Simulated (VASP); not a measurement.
## ZnS (Sphalerite): input slips in a band-gap run and what they do

Aim: see how common mistakes in a band-structure run show up, on ZnS (Sphalerite). The starting structure is a measured crystal structure from the Crystallography Open Database. Cell and atoms stay as given unless a step says otherwise.

Program: VASP 6.6.1. Level of theory: Kohn-Sham DFT with plane waves and PAW; LDA. Results are calculated unless marked as measured.

## (1) Set-up

It takes space group F-43m (No. 216, cubic). Conventional cell: a = 5.409 Å, b = 5.409 Å, c = 5.409 Å, α = 90.00°, β = 90.00°, γ = 90.00°. Nearest to Zn lie 4 S at 2.34 Å. Nearest to S lie 4 Zn at 2.34 Å. Farther neighbours and most contacts between anions are not listed.

Coordinates:

```cif
data_structure
_symmetry_space_group_name_H-M 'F-43m'
_symmetry_Int_Tables_number 216
_cell_length_a 5.4093
_cell_length_b 5.4093
_cell_length_c 5.4093
_cell_angle_alpha 90.000
_cell_angle_beta 90.000
_cell_angle_gamma 90.000
_cell_volume 158.28
loop_
_atom_site_label
_atom_site_type_symbol
_atom_site_symmetry_multiplicity
_atom_site_Wyckoff_symbol
_atom_site_fract_x
_atom_site_fract_y
_atom_site_fract_z
_atom_site_occupancy
Zn1 Zn 4 a 0.00000 0.00000 0.00000 1
S1 S 4 c 0.25000 0.25000 0.25000 1
```

## (2) Reference bands

Input file INCAR:

```
SYSTEM = ZnS
PREC = Accurate
ENCUT = 350
EDIFF = 1E-06
NELM = 100
ISMEAR = 0
SIGMA = 0.03
LREAL = .FALSE.
ALGO = Normal
GGA = CA
NBANDS = 21
LORBIT = 11
LWAVE = .FALSE.
LCHARG = .FALSE.
KPAR = 4
```

Input file POSCAR:

```
ZnS
1.0
    0.0000000000      2.7046500000      2.7046500000
    2.7046500000      0.0000000000      2.7046500000
    2.7046500000      2.7046500000      0.0000000000
Zn S
1 1
Direct
    0.0000000000      0.0000000000      0.0000000000
    0.7500000000      0.7500000000      0.7500000000
```

Input file KPOINTS:

```
Automatic mesh
0
Gamma
8 8 8
0 0 0
```

Input file KPOINTS_OPT:

```
Line mode
10
Line-mode
Reciprocal
  0.00000000   0.00000000   0.00000000 GAMMA
  0.50000000   0.00000000   0.50000000 X

  0.50000000   0.00000000   0.50000000 X
  0.50000000   0.25000000   0.75000000 W

  0.50000000   0.25000000   0.75000000 W
  0.37500000   0.37500000   0.75000000 K

  0.37500000   0.37500000   0.75000000 K
  0.00000000   0.00000000   0.00000000 GAMMA

  0.00000000   0.00000000   0.00000000 GAMMA
  0.50000000   0.50000000   0.50000000 L

  0.50000000   0.50000000   0.50000000 L
  0.62500000   0.25000000   0.62500000 U

  0.62500000   0.25000000   0.62500000 U
  0.50000000   0.25000000   0.75000000 W

  0.50000000   0.25000000   0.75000000 W
  0.50000000   0.50000000   0.50000000 L

  0.50000000   0.50000000   0.50000000 L
  0.37500000   0.37500000   0.75000000 K

  0.62500000   0.25000000   0.62500000 U
  0.50000000   0.00000000   0.50000000 X
```

PAW data sets: Zn and S (LDA family, release 64).

Launch:

```sh
$ mpirun -np 4 vasp_std
```

The log of the run:

```text
[banner, memory and clock lines left out]
running    4 mpi-ranks, on    1 nodes
 distrk:  each k-point on    1 cores,    4 groups
 distr:  one band on    1 cores,    1 groups

 POSCAR found type information on POSCAR ZnS
 POSCAR found :  2 types and       2 ions
 LDA part: xc-table for (Slater(with rela. corr.)+CA(PZ))
 , standard interpolation
 POSCAR, INCAR and KPOINTS ok, starting setup
 FFT: planning ... GRIDC
 FFT: planning ... GRID_SOFT
 FFT: planning ... GRID
 WAVECAR not read
 entering main loop
       N       E                     dE             d eps       ncg     rms          rms(c)
DAV:   1     0.919713275051E+02    0.91971E+02   -0.65729E+03  1231   0.780E+02
DAV:   2    -0.102631626173E+01   -0.92998E+02   -0.84621E+02  1263   0.201E+02
DAV:   3    -0.851001586410E+01   -0.74837E+01   -0.73958E+01  1477   0.567E+01
DAV:   4    -0.859716500606E+01   -0.87149E-01   -0.87096E-01  1386   0.620E+00
DAV:   5    -0.859763569989E+01   -0.47069E-03   -0.47069E-03  1452   0.460E-01    0.680E+00
DAV:   6    -0.821077671101E+01    0.38686E+00   -0.46141E-01  1628   0.226E+01    0.531E+00
DAV:   7    -0.817928457230E+01    0.31492E-01   -0.13265E-01  1460   0.324E+00    0.254E+00
DAV:   8    -0.817268037469E+01    0.66042E-02   -0.43755E-03  1796   0.108E+00    0.487E-01
DAV:   9    -0.817220455641E+01    0.47582E-03   -0.11069E-03  1403   0.204E-01    0.799E-02
DAV:  10    -0.817221608538E+01   -0.11529E-04   -0.90183E-05  1378   0.485E-02    0.479E-02
DAV:  11    -0.817221417335E+01    0.19120E-05   -0.38392E-06  1697   0.276E-02    0.577E-03
DAV:  12    -0.817221419418E+01   -0.20834E-07   -0.78993E-07   848   0.492E-03
   1 F= -.81722142E+01 E0= -.81722142E+01  d E =-.152632E-18
 Start KPOINTS_OPT (optional k-point list driver)
k-point batch [1-29\100]
       N       E                     dE             ncg
DAV:   1     0.856292518774E+03   -0.13361E+05     1234
DAV:   2    -0.174399914983E+04   -0.26003E+04     1271
DAV:   3    -0.194724195677E+04   -0.20324E+03     1470
DAV:   4    -0.194947832551E+04   -0.22364E+01     1403
DAV:   5    -0.194948996417E+04   -0.11639E-01     1463
DAV:   6    -0.194949006393E+04   -0.99750E-04     1466
DAV:   7    -0.194949006494E+04   -0.10125E-05     1308
DAV:   8    -0.194949006501E+04   -0.76479E-07     1030
[...]
k-point batch [88-100\100]
       N       E                     dE             ncg
DAV:   1     0.850468736878E+04   -0.70120E+04      559
DAV:   2     0.733945841367E+04   -0.11652E+04      567
DAV:   3     0.725156417261E+04   -0.87894E+02      680
DAV:   4     0.725064286612E+04   -0.92131E+00      606
DAV:   5     0.725063797333E+04   -0.48928E-02      657
DAV:   6     0.725063792712E+04   -0.46219E-04      611
DAV:   7     0.725063792657E+04   -0.54386E-06      648
```

Wall time 3.6 s (4 MPI ranks of Intel Xeon 6975P-C (Granite Rapids), shared host); peak memory 0.51 GiB; 12 s of CPU time.

Lines that name or quote the potential files are left out of all logs, and their timing lines are given in words.

From OUTCAR (step 2):

```text
ion  position               nearest neighbor table
   1  0.000  0.000  0.000-   2 2.34   2 2.34   2 2.34   2 2.34
   2  0.750  0.750  0.750-   1 2.34   1 2.34   1 2.34   1 2.34

  LATTYP: Found a face centered cubic cell.
 ALAT       =     5.4093000000

 Subroutine GETGRP returns: Found 24 space group operations
 (whereof 24 operations were pure point group operations)

The static configuration has the point symmetry T_d .

 Found     29 irreducible k-points:

   k-points           NKPTS =     29   k-points in BZ     NKDIM =     29   number of bands    NBANDS=     21

   dimension x,y,z NGX =    24 NGY =   24 NGZ =   24
   dimension x,y,z NGXF=    48 NGYF=   48 NGZF=   48

   ENCUT  =  350.0 eV  25.72 Ry    5.07 a.u.   5.83  5.83  5.83*2*pi/ulx,y,z

   NELECT =      18.0000    total number of electrons

 k-points in reciprocal lattice and weights: Automatic mesh
   0.00000000  0.00000000  0.00000000       0.002
   0.12500000  0.00000000  0.00000000       0.016
   0.25000000  0.00000000  0.00000000       0.016
   0.37500000  0.00000000  0.00000000       0.016
   0.50000000  0.00000000  0.00000000       0.008
   0.12500000  0.12500000  0.00000000       0.012
   0.25000000  0.12500000  0.00000000       0.047
   0.37500000  0.12500000  0.00000000       0.047
   0.50000000  0.12500000  0.00000000       0.047
[...]
-0.37500000  0.50000000  0.12500000       0.023
  -0.25000000  0.50000000  0.25000000       0.012

 average (electrostatic) potential at core
       1 -37.4748       2 -89.2291

 E-fermi :   2.0757

 k-point     1 :       0.0000    0.0000    0.0000
  band No.  band energies     occupation
    ...
      5      -4.0923      2.00000
      6      -4.0923      2.00000
      7       1.9005      2.00000
      8       1.9005      2.00000
      9       1.9005      2.00000
     10       3.7723      0.00000
     11       8.1529      0.00000
     12       8.1529      0.00000
     13       8.1529      0.00000
     14      13.3956      0.00000
    ...

 k-point     2 :       0.1250    0.0000    0.0000
  band No.  band energies     occupation
    ...
      5      -4.0938      2.00000
      6      -4.0938      2.00000
      7       0.7382      2.00000
      8       1.7509      2.00000
      9       1.7509      2.00000
     10       4.6283      0.00000
     11       8.0399      0.00000
     12       8.4090      0.00000
     13       8.4090      0.00000
     14      13.0127      0.00000
    ...

 k-point     3 :       0.2500    0.0000    0.0000
  band No.  band energies     occupation
    ...
      5      -4.0907      2.00000
      6      -4.0907      2.00000
      7      -1.0009      2.00000
      8       1.4265      2.00000
      9       1.4265      2.00000
     10       5.1707      0.00000
     11       8.6468      0.00000
     12       8.7820      0.00000
     13       8.7820      0.00000
     14      12.7924      0.00000
    ...

  Total       -1.1781780     -1.1781780     -1.1781780     -0.0000000      0.0000000     -0.0000000
  in kB      -47.7043816    -47.7043816    -47.7043816     -0.0000000      0.0000000     -0.0000000
  external PRESSURE =     -47.7043816 kB  Pullay stress =       0.0000000 kB

  energy-cutoff  :      350.00
  volume of cell :       39.57
      direct lattice vectors                 reciprocal lattice vectors
     0.000000000  2.704650000  2.704650000    -0.184866803  0.184866803  0.184866803
     2.704650000  0.000000000  2.704650000     0.184866803 -0.184866803  0.184866803
     2.704650000  2.704650000  0.000000000     0.184866803  0.184866803 -0.184866803

 POSITION                                       TOTAL-FORCE (eV/Angst)
 -----------------------------------------------------------------------------------
      0.00000      0.00000      0.00000        -0.000000      0.000000     -0.000000
      4.05697      4.05697      4.05697         0.000000     -0.000000      0.000000
 -----------------------------------------------------------------------------------
    total drift:                               -0.000001     -0.000001     -0.000000

  FREE ENERGIE OF THE ION-ELECTRON SYSTEM (eV)
  ---------------------------------------------------
  free  energy   TOTEN  =        -8.1722141942 eV

  energy  without entropy=       -8.1722141942  energy(sigma->0) =       -8.17221419

 total charge
# of ion       s       p       d       tot
------------------------------------------
    1        0.533   0.485   9.792  10.810
    2        1.315   2.408   0.000   3.723
--------------------------------------------------
tot          1.848   2.893   9.792  14.533

[... 3 further parts left out ...]
```

At this level the cell is under a tension of 4.8 GPa, so at these settings it is away from equilibrium.

The reference gap is 1.872 eV.

## (3) Bands with too few electronic steps

A slip made on purpose: too few electronic steps. Against step 2 the input has NELM = 4.

Edit INCAR of step 2 so:

```diff
@@ -4,3 +4,3 @@
 EDIFF = 1E-06
-NELM = 100
+NELM = 4
 ISMEAR = 0
```

POSCAR is that of step 2.

KPOINTS is that of step 2.

KPOINTS_OPT is that of step 2.

Launch:

```sh
$ mpirun -np 4 vasp_std
```

The log of the run:

```text
[... set-up lines as in an earlier step ...]
 entering main loop
       N       E                     dE             d eps       ncg     rms          rms(c)
[... 4 cycles as in an earlier step ...]
 -----------------------------------------------------------------------------
|                                                                             |
|           W    W    AA    RRRRR   N    N  II  N    N   GGGG   !!!           |
|           W    W   A  A   R    R  NN   N  II  NN   N  G    G  !!!           |
|           W    W  A    A  R    R  N N  N  II  N N  N  G       !!!           |
|           W WW W  AAAAAA  RRRRR   N  N N  II  N  N N  G  GGG   !            |
|           WW  WW  A    A  R   R   N   NN  II  N   NN  G    G                |
|           W    W  A    A  R    R  N    N  II  N    N   GGGG   !!!           |
|                                                                             |
|     The electronic self-consistency was not achieved in the given           |
|     number of steps (NELM). The forces and other quantities evaluated       |
|     might not be reliable so examine the results carefully. If you find     |
|     spurious results, we suggest increasing NELM, if you were close to      |
|     convergence or switching to a different ALGO or adjusting the           |
|     density mixing parameters otherwise.                                    |
|                                                                             |
 -----------------------------------------------------------------------------

   1 F= -.85971650E+01 E0= -.85971650E+01  d E =-.262365E-26
 Start KPOINTS_OPT (optional k-point list driver)
k-point batch [1-29\100]
       N       E                     dE             ncg
DAV:   1     0.809618404686E+03   -0.13408E+05     1226
DAV:   2    -0.181064717861E+04   -0.26203E+04     1271
DAV:   3    -0.201671512515E+04   -0.20607E+03     1478
DAV:   4    -0.201897532827E+04   -0.22602E+01     1408
[...]
k-point batch [88-100\100]
       N       E                     dE             ncg
DAV:   1     0.847613184688E+04   -0.70405E+04      559
DAV:   2     0.730889179255E+04   -0.11672E+04      567
DAV:   3     0.722081571835E+04   -0.88076E+02      672
DAV:   4     0.721989602444E+04   -0.91969E+00      601
```

Run time: 2.2 s. Hardware: 4 MPI ranks; peak memory 0.51 GiB.

From OUTCAR (step 3):

```text
  Total      -15.8498572    -15.8498572    -15.8498572      0.0000000      0.0000000      0.0000000
  in kB     -641.7601156   -641.7601156   -641.7601156      0.0000000      0.0000000      0.0000000
  external PRESSURE =    -641.7601156 kB  Pullay stress =       0.0000000 kB

 POSITION                                       TOTAL-FORCE (eV/Angst)
 -----------------------------------------------------------------------------------
      0.00000      0.00000      0.00000         0.000000      0.000000      0.000000
      4.05697      4.05697      4.05697        -0.000000     -0.000000     -0.000000
 -----------------------------------------------------------------------------------
    total drift:                               -0.000001     -0.000001     -0.000001

  FREE ENERGIE OF THE ION-ELECTRON SYSTEM (eV)
  ---------------------------------------------------
  free  energy   TOTEN  =        -8.5971650061 eV

  energy  without entropy=       -8.5971650061  energy(sigma->0) =       -8.59716501

[... 2 parts as in an earlier step ...]

[... 1 further part left out ...]
[key lines of the parts left out:]
E-fermi :   1.6237
```

The electronic loop didn't reach EDIFF within its 4 cycles (NELM).

## (4) Bands with a hybrid's name typed into the meta-GGA tag

A slip made on purpose: a hybrid's name typed into the meta-GGA tag. Against step 2 the input has METAGGA = HSE06 and no GGA (also changed: NELM).

Input file INCAR:

```
SYSTEM = ZnS
PREC = Accurate
ENCUT = 350
EDIFF = 1E-06
NELM = 60
ISMEAR = 0
SIGMA = 0.03
LREAL = .FALSE.
ALGO = Normal
NBANDS = 21
LORBIT = 11
LWAVE = .FALSE.
LCHARG = .FALSE.
KPAR = 4
METAGGA = HSE06
```

POSCAR is that of step 3.

KPOINTS is that of step 3.

KPOINTS_OPT is that of step 3.

Launch:

```sh
$ mpirun -np 4 vasp_std
```

The log of the run:

```text
[banner, memory and clock lines left out]
running    4 mpi-ranks, on    1 nodes
[...]
|                                                                             |
|     EEEEEEE  RRRRRR   RRRRRR   OOOOOOO  RRRRRR      ###     ###     ###     |
|     E        R     R  R     R  O     O  R     R     ###     ###     ###     |
|     E        R     R  R     R  O     O  R     R     ###     ###     ###     |
|     EEEEE    RRRRRR   RRRRRR   O     O  RRRRRR       #       #       #      |
|     E        R   R    R   R    O     O  R   R                               |
|     E        R    R   R    R   O     O  R    R      ###     ###     ###     |
|     EEEEEEE  R     R  R     R  OOOOOOO  R     R     ###     ###     ###     |
|                                                                             |
|     Error: One of the selected functionals does not exist.                  |
|                                                                             |
|       ---->  I REFUSE TO CONTINUE WITH THIS SICK JOB ... BYE!!! <----       |
|                                                                             |

1
1
1
1
```

It took 3.6 s on 4 MPI ranks.

VASP stopped with this message: “Error: One of the selected functionals does not exist”.

(Part 1 of 2 ends here.)

[Lines on the potential files, build, host, timing and source positions are cut from VASP's logs without a mark.]

[Logs are printed without paths, hosts, clocks, repeated set-up lines and the standing remarks that a program may print on its own settings, such as how far it seeks lower states.]

[Hosts, paths, dates, database ids (printed as entryN), source tags and the programs' standing remarks are cut or masked in the printed files.]
